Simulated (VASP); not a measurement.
# Sr2SO (P4/mmm) in VASP: reference runs

Reference runs on Sr2SO: the cell as given and a disturbed copy.

All numbers are computed with VASP 6.6.1; they aren't measurements. Logs are shortened: lines on timing, memory, paths and dates and some standing lists are left out, and cuts for length are marked.

## (1) The crystal as given

It takes space group P4/mmm (No. 123, tetragonal). The conventional cell has a = 4.043 Å, b = 4.043 Å, c = 5.718 Å, α = 90.00°, β = 90.00°, γ = 90.00°. Around Sr (site symmetry 4/mmm) lie 2 O at 2.86 Å and 4 S at 2.86 Å. Around Sr (site symmetry 4/mmm) lie 2 S at 2.86 Å and 4 O at 2.86 Å. S (site symmetry 4/mmm) is surrounded by 6 Sr at 2.86 Å. O (site symmetry 4/mmm) has 6 Sr at 2.86 Å as nearest neighbours.

The cell comes from a database or a generator and needn't be the stable form of this composition.

## (2) Single point, PBE

The input, INCAR:

```
PREC = Accurate
ENCUT = 520
EDIFF = 1E-7
ISMEAR = -1
SIGMA = 0.05
LREAL = False
LASPH = True
NELM = 60
ALGO = Normal
ISIF = 2
LWAVE = False
LCHARG = False
GGA = PE
NBANDS = 24
```

The input, KPOINTS:

```
Automatic mesh
0
Gamma
  7 7 5
```

The input, POSCAR:

```
Sr2SO
1.0
    4.0432370000      0.0000000000      0.0000000000
    0.0000000000      4.0432370000      0.0000000000
    0.0000000000      0.0000000000      5.7180000000
Sr S O
2 1 1
Direct
    0.5000000000      0.5000000000      0.5000000000
    0.0000000000      0.0000000000      0.0000000000
    0.0000000000      0.0000000000      0.5000000000
    0.5000000000      0.5000000000      0.0000000000
```

Potentials or basis: VASP PAW PBE potentials, release 64 (Sr_sv, S, O).

On the command line:

```bash
cat potpaw_PBE.64/Sr_sv/POTCAR potpaw_PBE.64/S/POTCAR potpaw_PBE.64/O/POTCAR > POTCAR
mpirun -np 1 vasp_std > vasp.out
```

OUTCAR:

```text
PREC = Accurate
   ENCUT = 520
   EDIFF = 1E-7
   ISMEAR = -1
   LREAL = False
   LASPH = True
   NELM = 60
   ISIF = 2
   GGA = PE

 ion  position               nearest neighbor table
   1  0.500  0.500  0.500-   4 2.86   4 2.86   3 2.86   3 2.86   3 2.86   3 2.86   2 4.04   2 4.04
                             2 4.04   2 4.04   2 4.04   2 4.04   2 4.04   2 4.04
   2  0.000  0.000  0.000-   3 2.86   3 2.86   4 2.86   4 2.86   4 2.86   4 2.86   1 4.04   1 4.04
                             1 4.04   1 4.04   1 4.04   1 4.04   1 4.04   1 4.04
   3  0.000  0.000  0.500-   2 2.86   2 2.86   1 2.86   1 2.86   1 2.86   1 2.86
   4  0.500  0.500  0.000-   1 2.86   1 2.86   2 2.86   2 2.86   2 2.86   2 2.86

  LATTYP: Found a simple tetragonal cell.
 ALAT       =     4.0432370000
 C/A-ratio  =     1.4142134137

  Lattice vectors:

 A1 = (   4.0432370000,   0.0000000000,   0.0000000000)
 A2 = (   0.0000000000,   4.0432370000,   0.0000000000)
 A3 = (   0.0000000000,   0.0000000000,   5.7180000000)

Analysis of symmetry for initial positions (statically):
=====================================================================
 Subroutine PRICEL returns:
 Original cell was already a primitive cell.

 Routine SETGRP: Setting up the symmetry group for a
 simple tetragonal supercell.

 Subroutine GETGRP returns: Found 16 space group operations
 (whereof 16 operations were pure point group operations)
 out of a pool of 16 trial point group operations.

The static configuration has the point symmetry D_4h.

Analysis of symmetry for dynamics (positions and initial velocities):
=====================================================================
 Subroutine PRICEL returns:
 Original cell was already a primitive cell.

 Routine SETGRP: Setting up the symmetry group for a
 simple tetragonal supercell.

 Subroutine GETGRP returns: Found 16 space group operations
 (whereof 16 operations were pure point group operations)
 out of a pool of 16 trial point group operations.

The dynamic configuration has the point symmetry D_4h.

 Subroutine INISYM returns: Found 16 space group operations
 (whereof 16 operations are pure point group operations),
 and found     1 'primitive' translations

----------------------------------------------------------------------------------------

                                     Primitive cell

  volume of cell :      93.4765

  direct lattice vectors                    reciprocal lattice vectors
     4.043237000  0.000000000  0.000000000     0.247326585  0.000000000  0.000000000
     0.000000000  4.043237000  0.000000000     0.000000000  0.247326585  0.000000000
     0.000000000  0.000000000  5.718000000     0.000000000  0.000000000  0.174886324

  length of vectors
     4.043237000  4.043237000  5.718000000     0.247326585  0.247326585  0.174886324

  position of ions in fractional coordinates (direct lattice)
     0.500000000  0.500000000  0.500000000
     0.000000000  0.000000000  0.000000000
     0.000000000  0.000000000  0.500000000
     0.500000000  0.500000000  0.000000000

  ion indices of the primitive-cell ions
   primitive index   ion index
                 1           1
                 2           2
                 3           3
                 4           4

----------------------------------------------------------------------------------------

 KPOINTS: Automatic mesh

Automatic generation of k-mesh.
 Grid dimensions read from file:
 generate k-points for:    7    7    5

 Generating k-lattice:

  Cartesian coordinates                     Fractional coordinates (reciprocal lattice)
     0.035332369  0.000000000  0.000000000     0.142857143  0.000000000  0.000000000
     0.000000000  0.035332369  0.000000000     0.000000000  0.142857143  0.000000000
     0.000000000  0.000000000  0.034977265     0.000000000  0.000000000  0.200000000

  Length of vectors
     0.035332369  0.035332369  0.034977265

  Shift w.r.t. Gamma in fractional coordinates (k-lattice)
     0.000000000  0.000000000  0.000000000

 Subroutine IBZKPT returns following result:
 ===========================================

 Found     30 irreducible k-points:

 Following reciprocal coordinates:
            Coordinates               Weight
  0.000000  0.000000  0.000000      1.000000
  0.142857  0.000000  0.000000      4.000000
  0.285714  0.000000  0.000000      4.000000
  0.428571  0.000000  0.000000      4.000000
  0.142857  0.142857  0.000000      4.000000
  0.285714  0.142857  0.000000      8.000000
[... 16 lines left out ...]
  0.285714  0.000000  0.400000      8.000000
  0.428571  0.000000  0.400000      8.000000
 [... further k-points ...]
   k-points           NKPTS =     30   k-points in BZ     NKDIM =     30   number of bands    NBANDS=     24
   number of dos      NEDOS =    301   number of ions     NIONS =      4
   total plane-waves  NPLWV =  43200
   dimension x,y,z NGX =    30 NGY =   30 NGZ =   48
   dimension x,y,z NGXF=    60 NGYF=   60 NGZF=   96
   ions per type =               2   1   1
   NGX,Y,Z   is equivalent  to a cutoff of  12.34, 12.34, 13.96 a.u.
   NGXF,Y,Z  is equivalent  to a cutoff of  24.67, 24.67, 27.91 a.u.
 SYSTEM =  unknown system
   PREC   = accura    normal or accurate (medium, high low for compatibility)
   ISTART =      0    job   : 0-new  1-cont  2-samecut
   ICHARG =      2    charge: 1-file 2-atom 10-const
   ISPIN  =      1    spin polarized calculation?
   LNONCOLLINEAR =      F non collinear calculations
   LSORBIT =      F    spin-orbit coupling
   LASPH  =      T    aspherical Exc in radial PAW
   ENCUT  =  520.0 eV  38.22 Ry    6.18 a.u.   7.52  7.52 10.63*2*pi/ulx,y,z
   NELM   =     60;   NELMIN=  2; NELMDL= -5     # of ELM steps
   EDIFF  = 0.1E-06   stopping-criterion for ELM
   LREAL  =      F    real-space projection
   EDIFFG = 0.1E-05   stopping-criterion for IOM
   NSW    =      0    number of steps for IOM
   IBRION =     -1    ionic relax: 0-MD 1-quasi-New 2-CG
   NFREE  =      0    steps in history (QN), initial steepest desc. (CG)
   ISIF   =      2    stress and relaxation
   ISYM   =      2    0-nonsym 1-usesym 2-fastsym
   POTIM  = 0.5000    time-step for ionic-motion
   TEBEG  =    0.0;   TEEND  =   0.0 temperature during run
   PSTRESS=    0.0 pullay stress
   NELECT =      32.0000    total number of electrons
   NUPDOWN=      -1.0000    fix difference up-down
   EMIN   =  10.00;   EMAX   =-10.00  energy-range for DOS
   EFERMI =   0.00;   METHOD = LEGACY
   ISMEAR =    -1;   SIGMA  =   0.05  broadening in eV -4-tet -1-fermi 0-gaus
   EFERMI_NEDOS =   21; number of points for ismear=-14 and -15
   IALGO  =     38    algorithm
   IMIX   =      4    mixing-type and parameters
     AMIX     =   0.40;   BMIX     =  1.00
     AMIX_MAG =   1.60;   BMIX_MAG =  1.00
  volume/ion in A,a.u.               =      23.37       157.70
  Fermi-wavevector in a.u.,A,eV,Ry     =   1.145225  2.164161 17.844574  1.311539
  Thomas-Fermi vector in A             =   2.281914
   LORBIT       =      0    0 simple, 1 ext, 2 COOP (PROOUT), +10 PAW based schemes
   GGA     = PE    functional components
   LHFCALC =     F    Hartree Fock is set to
   AEXX    =    0.0000 exact exchange contribution
   IVDW    =     0    specifies the selected vdW correction
   LEPSILON=     F    determine dielectric tensor
   LRPA    =     F    only Hartree local field effects (RPA)
 non-spin polarized calculation
  energy-cutoff  :      520.00
  volume of cell :       93.48
 maximum number of plane-waves:      2562
 NGX is ok and might be reduce to    30
   NGX = 15   NGY = 15   NGZ = 21

 number of electron      31.9999994 magnetization

 Free energy of the ion-electron system (eV)
  ---------------------------------------------------
  ext. energy  EPLUGINS =         0.00000000
  ---------------------------------------------------
  free energy    TOTEN  =       -21.22367958 eV

  energy without entropy =      -21.22367958  energy(sigma->0) =      -21.22367958

 E-fermi :   2.9653     XC(G=0):  -9.1247

 val. band max:        1.8395942726   @ k =   0.0000   0.0000   0.0000
 cond. band min:       4.0313686729   @ k =   0.0000   0.0000   0.0000
 fundamental gap:      2.1917744003
 Fermi energy:         2.9653401321

 k-point     1 :       0.0000    0.0000    0.0000
  band No.  band energies     occupation
      1     -31.7016      2.00000
      2     -31.6228      2.00000
      3     -14.0020      2.00000
      4     -13.7464      2.00000
      5     -13.7464      2.00000
      6     -13.5631      2.00000
[... 16 lines left out ...]
     23       7.2747      0.00000
     24       8.7761      0.00000

 k-point     2 :       0.1429    0.0000    0.0000
  band No.  band energies     occupation
      1     -31.6983      2.00000
      2     -31.6216      2.00000
      3     -13.9831      2.00000
      4     -13.8384      2.00000
      5     -13.7325      2.00000
      6     -13.7072      2.00000
[... 16 lines left out ...]
     23       7.8273      0.00000
     24       9.1248      0.00000

 k-point     3 :       0.2857    0.0000    0.0000
  band No.  band energies     occupation
      1     -31.6906      2.00000
      2     -31.6190      2.00000
      3     -14.0208      2.00000
      4     -13.9503      2.00000
      5     -13.9358      2.00000
      6     -13.6985      2.00000
[... 16 lines left out ...]
     23       8.3740      0.00000
     24       9.2111      0.00000

 k-point     4 :       0.4286    0.0000    0.0000
  band No.  band energies     occupation
      1     -31.6842      2.00000
      2     -31.6170      2.00000
      3     -14.1455      2.00000
      4     -14.1136      2.00000
      5     -13.8898      2.00000
      6     -13.6661      2.00000
[... 16 lines left out ...]
     23       8.7031      0.00000
     24       8.7213      0.00000

 k-point     5 :       0.1429    0.1429    0.0000
  band No.  band energies     occupation
      1     -31.6952      2.00000
      2     -31.6202      2.00000
      3     -13.9662      2.00000
      4     -13.8382      2.00000
      5     -13.7928      2.00000
      6     -13.7751      2.00000
[... 451 lines left out ...]
 k-point    22 :       0.1429    0.0000    0.4000
  band No.  band energies     occupation
      1     -31.6923      2.00000
      2     -31.6271      2.00000
      3     -14.0833      2.00000
      4     -13.9632      2.00000
      5     -13.7232      2.00000
      6     -13.7037      2.00000
[... 16 lines left out ...]
     23       7.9744      0.00000
     24       8.8332      0.00000

 k-point    23 :       0.2857    0.0000    0.4000
  band No.  band energies     occupation
      1     -31.6875      2.00000
      2     -31.6216      2.00000
      3     -14.2332      2.00000
      4     -14.1558      2.00000
      5     -13.7263      2.00000
      6     -13.6813      2.00000
[... 16 lines left out ...]
     23       9.1127      0.00000
     24       9.1375      0.00000

 k-point    24 :       0.4286    0.0000    0.4000
  band No.  band energies     occupation
      1     -31.6835      2.00000
      2     -31.6172      2.00000
      3     -14.3518      2.00000
      4     -14.2838      2.00000
      5     -13.7205      2.00000
      6     -13.6628      2.00000
[... 16 lines left out ...]
     23       9.0903      0.00000
     24       9.4481      0.00000

 [... further k-points ...]
[... 5 lines left out ...]
  --------------------------------------------------------------------------------------
  -------------------------------------------------------------------------------------
  Total       -0.0162422     -0.0162422      0.0446184      0.0000000     -0.0000000      0.0000000
  in kB       -0.2783891     -0.2783891      0.7647536      0.0000000     -0.0000000      0.0000000
  external PRESSURE =       0.0693252 kB  Pullay stress =       0.0000000 kB

 VOLUME and BASIS-vectors are now :
 -----------------------------------------------------------------------------
  energy-cutoff  :      520.00
  volume of cell :       93.48
      direct lattice vectors                 reciprocal lattice vectors
     4.043237000  0.000000000  0.000000000     0.247326585  0.000000000  0.000000000
     0.000000000  4.043237000  0.000000000     0.000000000  0.247326585  0.000000000
     0.000000000  0.000000000  5.718000000     0.000000000  0.000000000  0.174886324

 POSITION                                       TOTAL-FORCE (eV/Angst)
 -----------------------------------------------------------------------------------
      2.02162      2.02162      2.85900         0.000000      0.000000      0.000000
      0.00000      0.00000      0.00000         0.000000      0.000000      0.000000
      0.00000      0.00000      2.85900         0.000000      0.000000      0.000000
      2.02162      2.02162      0.00000         0.000000      0.000000      0.000000
 -----------------------------------------------------------------------------------
    total drift:                                0.000000      0.000000     -0.000000

  FREE ENERGIE OF THE ION-ELECTRON SYSTEM (eV)
  ---------------------------------------------------
  free  energy   TOTEN  =       -21.2236795812 eV

  energy  without entropy=      -21.2236795812  energy(sigma->0) =      -21.22367958
```

It took 49 s on 1 thread of Intel Xeon Platinum 8488C (Sapphire Rapids), shared host; peak memory 0.23 GiB.

What came out:

```yaml
Free_energy: -21.2237 eV
Pressure: 0.0 GPa
Band_gap_on_the_k_mesh: 2.19 eV, direct
```

Stress tensor (GPa, compression positive):
```
-0.03  0.00  0.00
 0.00 -0.03  0.00
 0.00  0.00  0.08
```

Levels at points of the mesh, in eV from the valence-band top:
| k point | band 12 | band 13 | band 14 | band 15 | band 16 | band 17 | band 18 | band 19 | band 20 | band 21 |
| --- | --- | --- | --- | --- | --- | --- | --- | --- | --- | --- |
| (0.00, 0.00, 0.00) | -0.71 | -0.71 | -0.04 | 0.00 | 0.00 | 2.19 | 2.90 | 4.59 | 4.59 | 4.94 |

Caveat: an odd mesh through Γ misses points on the zone boundary, where band edges often lie.

[end of part 1 of 2]
